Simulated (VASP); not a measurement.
# OsF (P6_3/mmc) in VASP: notebook, part 2 of 2

VASP 6.6.1. The steps go on from the part before.

## (3) Relaxation of cell and atoms, PBE, collinear spin, typed start

This run uses another cell than the first one, of 10.84 Å³/atom, 0.885 times its volume.

INCAR

```
SYSTEM = OsF
PREC     = Accurate       ! precision mode
ENCUT    = 600            ! plane-wave cutoff, eV
EDIFF    = 1E-6           ! SCF threshold, eV
ISMEAR   = 0              ! smearing method
SIGMA    = 0.1            ! smearing width, eV
LREAL    = .FALSE.        ! projectors in reciprocal space
LASPH    = .TRUE.         ! aspherical terms in the spheres
NELM     = 150            ! most SCF steps
ALGO     = Normal         ! electronic algorithm
ISIF     = 3              ! what is computed and relaxed
LWAVE    = .FALSE.        ! write WAVECAR
LCHARG   = .FALSE.        ! write CHGCAR
ISPIN    = 2              ! spin polarisation
MAGMOM   = 1 1 0 0        ! initial moments
LORBIT   = 11             ! projections on sites
LMAXMIX  = 4              ! l up to which the mixer works
GGA      = PE             ! functional
IBRION   = 2              ! ionic algorithm
NSW      = 90             ! ionic steps
EDIFFG   = -0.04          ! ionic threshold
```

KPOINTS

```
Automatic mesh
0
G
  6 6 4
  0 0 0
```

POSCAR

```
OsF
1.0
    3.1207204600      0.0000000000      0.0000000000
   -1.5603602300      2.7026231900      0.0000000000
    0.0000000000      0.0000000000      5.1416666500
Os F
2 2
Direct
    0.3333333300      0.6666666700      0.7500000000
    0.6666666700      0.3333333300      0.2500000000
    0.0000000000      0.0000000000      0.0000000000
    0.0000000000      0.0000000000      0.5000000000
```

Potentials or basis: VASP PAW PBE potentials, release 64 (Os, F).

Run with:

```bash
$ cat potpaw_PBE.64/Os/POTCAR potpaw_PBE.64/F/POTCAR > POTCAR
$ mpirun -np 1 vasp_std > vasp.out
```

OUTCAR:

```text
SYSTEM = OsF
   PREC = Accurate
   ENCUT = 600
   EDIFF = 1E-6
   ISMEAR = 0
   LREAL = .FALSE.
   LASPH = .TRUE.
   NELM = 150
   ISIF = 3
   ISPIN = 2
   LORBIT = 11
   GGA = PE
   IBRION = 2
   NSW = 90
   EDIFFG = -0.04

 ion  position               nearest neighbor table
   1  0.333  0.667  0.750-   3 2.21   4 2.21   3 2.21   4 2.21   3 2.21   4 2.21   2 3.14   2 3.14
                             2 3.14   2 3.14   2 3.14   2 3.14
   2  0.667  0.333  0.250-   3 2.21   4 2.21   3 2.21   4 2.21   3 2.21   4 2.21   1 3.14   1 3.14
                             1 3.14   1 3.14   1 3.14   1 3.14
   3  0.000  0.000  0.000-   1 2.21   2 2.21   1 2.21   2 2.21   2 2.21   1 2.21
   4  0.000  0.000  0.500-   1 2.21   2 2.21   1 2.21   2 2.21   2 2.21   1 2.21

  LATTYP: Found a hexagonal cell.
 ALAT       =     3.1207204600
 C/A-ratio  =     1.6475896242

  Lattice vectors:

 A1 = (   3.1207204600,   0.0000000000,   0.0000000000)
 A2 = (  -1.5603602300,   2.7026231900,   0.0000000000)
 A3 = (   0.0000000000,   0.0000000000,   5.1416666500)

Analysis of symmetry for initial positions (statically):
=====================================================================
 Subroutine PRICEL returns:
 Original cell was already a primitive cell.

 Routine SETGRP: Setting up the symmetry group for a
 hexagonal supercell.

 Subroutine GETGRP returns: Found 24 space group operations
 (whereof 12 operations were pure point group operations)
 out of a pool of 24 trial point group operations.

The static configuration has the point symmetry D_3d.
 The point group associated with its full space group is D_6h.

Analysis of symmetry for dynamics (positions and initial velocities):
=====================================================================
 Subroutine PRICEL returns:
 Original cell was already a primitive cell.

 Routine SETGRP: Setting up the symmetry group for a
 hexagonal supercell.

 Subroutine GETGRP returns: Found 24 space group operations
 (whereof 12 operations were pure point group operations)
 out of a pool of 24 trial point group operations.

The dynamic configuration has the point symmetry D_3d.
 The point group associated with its full space group is D_6h.

Analysis of structural, dynamic, and magnetic symmetry:
=====================================================================
 Subroutine PRICEL returns:
 Original cell was already a primitive cell.

 Routine SETGRP: Setting up the symmetry group for a
 hexagonal supercell.

 Subroutine GETGRP returns: Found 24 space group operations
 (whereof 12 operations were pure point group operations)
 out of a pool of 24 trial point group operations.

The overall configuration has the point symmetry D_3d.
 The point group associated with its full space group is D_6h.

 Subroutine INISYM returns: Found 24 space group operations
 (whereof 12 operations are pure point group operations),
 and found     1 'primitive' translations

----------------------------------------------------------------------------------------

                                     Primitive cell

  volume of cell :      43.3655

  direct lattice vectors                    reciprocal lattice vectors
     3.120720460  0.000000000  0.000000000     0.320438826  0.185005443  0.000000000
    -1.560360230  2.702623190  0.000000000     0.000000000  0.370010886  0.000000000
     0.000000000  0.000000000  5.141666650     0.000000000  0.000000000  0.194489466

  length of vectors
[... 91 lines left out ...]
   TEBEG  =    0.0;   TEEND  =   0.0 temperature during run
   PSTRESS=    0.0 pullay stress
   NELECT =      30.0000    total number of electrons
   NUPDOWN=      -1.0000    fix difference up-down
   EMIN   =  10.00;   EMAX   =-10.00  energy-range for DOS
   EFERMI =   0.00;   METHOD = LEGACY
   ISMEAR =     0;   SIGMA  =   0.10  broadening in eV -4-tet -1-fermi 0-gaus
   EFERMI_NEDOS =   21; number of points for ismear=-14 and -15
   IALGO  =     38    algorithm
   IMIX   =      4    mixing-type and parameters
     AMIX     =   0.40;   BMIX     =  1.00
     AMIX_MAG =   1.60;   BMIX_MAG =  1.00
  volume/ion in A,a.u.               =      10.84        73.16
  Fermi-wavevector in a.u.,A,eV,Ry     =   1.447884  2.736104 28.522826  2.096369
  Thomas-Fermi vector in A             =   2.565788
   LORBIT       =     11    0 simple, 1 ext, 2 COOP (PROOUT), +10 PAW based schemes
   GGA     = PE    functional components
   LHFCALC =     F    Hartree Fock is set to
   AEXX    =    0.0000 exact exchange contribution
   IVDW    =     0    specifies the selected vdW correction
   LEPSILON=     F    determine dielectric tensor
   LRPA    =     F    only Hartree local field effects (RPA)
 conjugate gradient relaxation of ions
 spin polarized calculation
 Gauss-broadening in eV      SIGMA  =   0.10
  energy-cutoff  :      600.00
  volume of cell :       43.37
 maximum number of plane-waves:      1472
 NGX is ok and might be reduce to    28
   NGX = 13   NGY = 13   NGZ = 21

--------------------------------------- Ionic step        1  -------------------------------------------

 number of electron      29.9999981 magnetization       0.1902836

 Free energy of the ion-electron system (eV)
  ---------------------------------------------------
  ext. energy  EPLUGINS =         0.00000000
  ---------------------------------------------------
  free energy    TOTEN  =       -17.89359532 eV

  energy without entropy =      -17.86058589  energy(sigma->0) =      -17.87709060

------------------------ aborting loop because EDIFF is reached ----------------------------------------

  FORCE on cell =-STRESS in cart. coord.  units (eV):
  Direction    XX          YY          ZZ          XY          YZ          ZX
  --------------------------------------------------------------------------------------
  -------------------------------------------------------------------------------------
  Total       14.4500241     14.4500241     11.9147411      0.0000000      0.0000000      0.0000000
  in kB      533.8692060    533.8692034    440.2008806      0.0000000      0.0000000      0.0000000
  external PRESSURE =     502.6464300 kB  Pullay stress =       0.0000000 kB
[... 95 lines left out ...]
  FREE ENERGIE OF THE ION-ELECTRON SYSTEM (eV)
  ---------------------------------------------------
  free  energy   TOTEN  =       -19.7577949200 eV

  energy  without entropy=      -19.7463045309  energy(sigma->0) =      -19.75204973

 E-fermi :   4.7006     XC(G=0): -11.5368

 val. band max:        4.6475437860   @ k =   0.1667   0.0000   0.0000
 cond. band min:       4.7378935302   @ k =   0.0000   0.0000   0.0000
 fundamental gap:      0.0903497441
 Fermi energy:         4.7006178546

 spin component 1

 k-point     1 :       0.0000    0.0000    0.0000
  band No.  band energies     occupation
      1     -20.4424      1.00000
      2     -19.8103      1.00000
      3      -4.0260      1.00000
      4      -2.6977      1.00000
      5      -2.6977      1.00000
      6      -1.8256      1.00000
[... 958 lines left out ...]
     19       8.8531      0.00000
     20       8.8531      0.00000

[... ionic steps 4 to 16 ...]

--------------------------------------- Ionic step       17  -------------------------------------------

 number of electron      30.0000017 magnetization       0.0000002

 number of electron      30.0000017 magnetization      -0.0000001
[... 77 lines left out ...]
 number of electron      30.0000019 magnetization      -0.0000001

 number of electron      30.0000019 magnetization       0.0000001

 Free energy of the ion-electron system (eV)
  ---------------------------------------------------
  ext. energy  EPLUGINS =         0.00000000
  ---------------------------------------------------
  free energy    TOTEN  =       -21.17207094 eV

  energy without entropy =      -21.15878313  energy(sigma->0) =      -21.16542703

 E-fermi :   6.1370     XC(G=0): -12.6151

 val. band max:        6.1076265818   @ k =   0.3333   0.0000   0.0000
 cond. band min:       6.1394424188   @ k =   0.3333   0.3333   0.5000
 fundamental gap:      0.0318158370
 Fermi energy:         6.1370065265

 spin component 1

 k-point     1 :       0.0000    0.0000    0.0000
  band No.  band energies     occupation
      1     -19.7604      1.00000
      2     -17.4001      1.00000
      3      -3.3356      1.00000
      4      -2.1807      1.00000
      5      -2.1807      1.00000
      6       0.0926      1.00000
[... 989 lines left out ...]
  FREE ENERGIE OF THE ION-ELECTRON SYSTEM (eV)
  ---------------------------------------------------
  free  energy   TOTEN  =       -21.1720709392 eV

  energy  without entropy=      -21.1587831301  energy(sigma->0) =      -21.16542703

 reached required accuracy - stopping structural energy minimisation

 total charge

# of ion       s       p       d       tot
------------------------------------------
    1        0.469   0.336   5.781   6.587
    2        0.469   0.336   5.781   6.587
    3        1.788   4.287   0.000   6.075
    4        1.788   4.287   0.000   6.075
--------------------------------------------------
tot          4.515   9.246  11.563  25.323

 magnetization (x)

# of ion       s       p       d       tot
------------------------------------------
    1       -0.000  -0.000  -0.000  -0.000
    2       -0.000  -0.000  -0.000  -0.000
    3       -0.000  -0.000   0.000  -0.000
    4       -0.000  -0.000   0.000  -0.000
--------------------------------------------------
tot         -0.000  -0.000  -0.000  -0.000
```

It took 6.3 min on 1 thread of Intel Xeon Platinum 8559C (Emerald Rapids), shared host; peak memory 0.23 GiB.

What came out:

| Quantity | Value |
| --- | --- |
| Free energy | -21.1721 eV |
| Relaxed volume | 12.15 Å³/atom |
| Relaxed cell | a = 3.753 Å, b = 3.753 Å, c = 3.983 Å, α = 90.00°, β = 90.00°, γ = 120.00° |
| Space group after relaxing (to 0.05 Å) | P6_3/mmc (No. 194) |
| Energy gained by relaxing | 819.6 meV/atom |
| Ionic steps | 19 |
| Pressure after relaxing | 0.2 GPa |
| Band gap on the k mesh | none (metal or under the smearing width) |
| Net moment | 0.00 μB per cell |
| Valence electrons inside the program's atomic spheres | Os 6.59; F 6.08 |

The path:
| step | energy change (eV) | largest force (eV/Å) | pressure (GPa) | volume (Å³) |
| --- | --- | --- | --- | --- |
| 1 | 0.0000 | 0.0000 | 50.26 | 43.37 |
| 2 | -1.4365 | 0.0000 | -12.83 | 68.39 |
| 3 | -1.8642 | 0.0000 | 1.42 | 58.16 |
| 4 | -1.8677 | 0.0000 | -0.45 | 59.09 |
| 5 | -1.8677 | 0.0000 | 0.23 | 58.74 |
| 6 | -1.8821 | 0.0000 | 0.16 | 58.69 |
| 7 | -1.9438 | 0.0000 | -0.11 | 58.48 |
| 8 | -2.1420 | 0.0000 | -0.85 | 57.83 |
| 9 | -2.6657 | 0.0000 | -15.24 | 55.55 |
| 10 | 0.0729 | 0.0000 | 11.07 | 46.67 |
| 11 | -2.9085 | 0.0000 | -18.45 | 54.45 |
| 12 | -2.9213 | 0.0000 | -18.38 | 54.30 |
| 13 | -2.9940 | 0.0000 | -16.74 | 53.64 |
| 14 | -3.1654 | 0.0000 | -11.21 | 51.70 |
| 15 | -3.2669 | 0.0000 | 3.31 | 47.96 |
| 16 | -3.2752 | 0.0000 | -0.43 | 48.78 |
| 17 | -3.2752 | 0.0000 | 0.02 | 48.68 |
| 18 | -3.2765 | 0.0000 | 0.07 | 48.65 |
| 19 | -3.2785 | 0.0000 | 0.24 | 48.58 |

Final structure:
```xyz
4
Lattice="3.7530 0.0000 0.0000 -1.8765 3.2502 0.0000 0.0000 0.0000 3.9828" Properties=species:S:1:pos:R:3 pbc="T T T"
Os    0.0000    2.1668    2.9871
Os    1.8765    1.0834    0.9957
F    -1.8765    3.2502    0.0000
F    -1.8765    3.2502    1.9914
```

Caveat: the k mesh is coarse (spacing up to 0.39 Å⁻¹), so the values aren't converged.
